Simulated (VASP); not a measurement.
Output of a VASP run:

OSZICAR:
```
       N       E                     dE             d eps       ncg     rms          rms(c)
DAV:   1     0.344371739037E+03    0.34437E+03   -0.25108E+04  5260   0.305E+03
DAV:   2     0.256873801794E+02   -0.31868E+03   -0.31296E+03  5454   0.548E+02
DAV:   3    -0.125186715322E+02   -0.38206E+02   -0.37910E+02  5929   0.151E+02
DAV:   4    -0.135775358805E+02   -0.10589E+01   -0.10558E+01  5831   0.297E+01
DAV:   5    -0.136009291582E+02   -0.23393E-01   -0.23391E-01  6271   0.441E+00    0.281E+00
DAV:   6    -0.134321558038E+02    0.16877E+00   -0.36999E-01  6274   0.890E+00    0.145E+00
DAV:   7    -0.133952838213E+02    0.36872E-01   -0.84167E-02  7331   0.324E+00    0.365E-01
DAV:   8    -0.133916617186E+02    0.36221E-02   -0.16990E-02  5726   0.153E+00    0.468E-02
DAV:   9    -0.133917557550E+02   -0.94036E-04   -0.10469E-03  6025   0.377E-01    0.262E-02
DAV:  10    -0.133917574907E+02   -0.17357E-05   -0.23875E-04  5985   0.192E-01    0.508E-03
DAV:  11    -0.133917576689E+02   -0.17815E-06   -0.40410E-05  6169   0.832E-02    0.502E-03
DAV:  12    -0.133917570955E+02    0.57338E-06   -0.91253E-06  6253   0.375E-02    0.524E-04
DAV:  13    -0.133917572407E+02   -0.14523E-06   -0.10778E-06  6872   0.788E-03    0.414E-04
DAV:  14    -0.133917572004E+02    0.40342E-07   -0.38662E-08  3241   0.172E-03
   1 F= -.13391757E+02 E0= -.13391896E+02  d E =0.416424E-03
```

File OUTCAR:
```
------------------------ aborting loop because EDIFF is reached ----------------------------------------
  FORCE on cell =-STRESS in cart. coord.  units (eV):
  Direction    XX          YY          ZZ          XY          YZ          ZX
  --------------------------------------------------------------------------------------
  Total        0.1643966      0.3198172      0.1856812      0.0000000      0.0000000      0.0000000
  in kB        3.4856226      6.7809291      3.9369095      0.0000000      0.0000000      0.0000000
  external PRESSURE =       4.7344870 kB  Pullay stress =       0.0000000 kB
  volume of cell :       75.57
      direct lattice vectors                 reciprocal lattice vectors
     2.201430079 -3.793076307  0.000000000     0.227125088 -0.131819125  0.000000000
     2.201430079  3.793076307  0.000000000     0.227125088  0.131819125  0.000000000
     0.000000000  0.000000000  4.524771931     0.000000000  0.000000000  0.221005614
 POSITION                                       TOTAL-FORCE (eV/Angst)
 -----------------------------------------------------------------------------------
      2.20143      2.61327      4.15209         0.000000      0.001024     -0.016398
      2.20143      1.17981      1.88970         0.000000     -0.001024     -0.016398
      2.20143     -1.17981      2.63507         0.000000      0.001024      0.016398
      2.20143     -2.61327      0.37269         0.000000     -0.001024      0.016398
 -----------------------------------------------------------------------------------
    total drift:                               -0.000000     -0.000000      0.000000
  FREE ENERGIE OF THE ION-ELECTRON SYSTEM (eV)
  ---------------------------------------------------
  free  energy   TOTEN  =       -13.3917572004 eV

  energy  without entropy=      -13.3921736245  energy(sigma->0) =      -13.39189601
```
(Selected blocks of OUTCAR.)

File POSCAR:
```
Ga
1
    2.2014300792    -3.7930763073     0.0000000000
    2.2014300792     3.7930763073     0.0000000000
    0.0000000000    -0.0000000000     4.5247719308
Ga
4
Direct
  0.1555209158   0.8444790842   0.9176342126
  0.3444790842   0.6555209158   0.4176342126
  0.6555209158   0.3444790842   0.5823657874
  0.8444790842   0.1555209158   0.0823657874
```

Q: Write an INCAR and KPOINTS that could have produced this output.

A: This is not unique; one that fits is the input of the run itself, PBEsol GGA, plane waves, VASP's PBE PAW potentials (set 64).

**INCAR**
```
ALGO=Normal
EDIFF=1E-7
ENCUT=480
GGA=PS
ISIF=2
ISMEAR=1
LASPH=.TRUE.
LCHARG=.FALSE.
LMAXMIX=4
LREAL=.FALSE.
LWAVE=.FALSE.
NELM=100
PREC=Accurate
SIGMA=0.1
SYSTEM=Ga
```

### KPOINTS
```
Regular mesh
0
G
8 8 6
```

POTCAR, in this order: Ga_d (PBE.64 set). Program: vasp_std.

The compound is Ga in the alpha structure. It was relaxed first.
